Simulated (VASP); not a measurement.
```yaml
crystal:
  lattice:
    - [0.00000, 2.16346, 2.16346]
    - [2.16346, 0.00000, 2.16346]
    - [2.16346, 2.16346, 0.00000]
  atoms:
    - { symbol: Ti, position: [0.00000, 0.00000, 0.00000] }
    - { symbol: C, position: [0.50000, 0.50000, 0.50000] }
```

These are SCAN meta-GGA, VASP's PBE PAW potentials (set 64) (plane waves; VASP 6.6.1) values and carry that method's errors. Run with 520 eV cut-off, 16×16×16 Γ-centred mesh, tetrahedra with Blöchl corrections, potentials Ti_sv C.

Question: Give the energies of bands 6 to 11 at the high-symmetry points, in eV from the Fermi level.

Answer: 
```json
[
 {"band": "6", "Γ": "0.85", "X": "-3.74", "U": "-3.69", "L": "-6.16", "W": "-3.37"},
 {"band": "7", "Γ": "0.85", "X": "-1.57", "U": "-3.62", "L": "-3.14", "W": "-3.37"},
 {"band": "8", "Γ": "0.85", "X": "-0.17", "U": "-1.94", "L": "-3.14", "W": "-2.95"},
 {"band": "9", "Γ": "1.65", "X": "-0.17", "U": "1.59", "L": "3.16", "W": "3.00"},
 {"band": "10", "Γ": "1.65", "X": "2.76", "U": "3.40", "L": "3.16", "W": "3.00"},
 {"band": "11", "Γ": "1.65", "X": "3.80", "U": "4.10", "L": "4.39", "W": "3.80"}
]
```

It has no gap at this level: it comes out as a metal or semimetal.

The compound is TiC in the rock salt structure. It was relaxed first.
